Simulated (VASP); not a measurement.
Input:

```yaml
crystal:
  lattice:
    - [0.00000, 2.91938, 2.91938]
    - [2.91938, 0.00000, 2.91938]
    - [2.91938, 2.91938, 0.00000]
  atoms:
    - { symbol: Ag, position: [0.00000, 0.00000, 0.00000] }
    - { symbol: Br, position: [0.50000, 0.50000, 0.50000] }
```

Calculation: PBE GGA, VASP's PBE PAW potentials (set 64) (plane waves; VASP 6.6.1). Settings: 520 eV cut-off, 9×9×9 Γ-centred mesh, tetrahedra with Blöchl corrections, potentials Ag Br.

Problem. What does the run give for the energy per atom (σ→0)?

Solution. 
energy per atom (σ→0): -2500 meV/atom

Total energies compare only between runs with the same potentials, cut-off and functional.

The compound is AgBr in the rock salt structure. It was relaxed first.
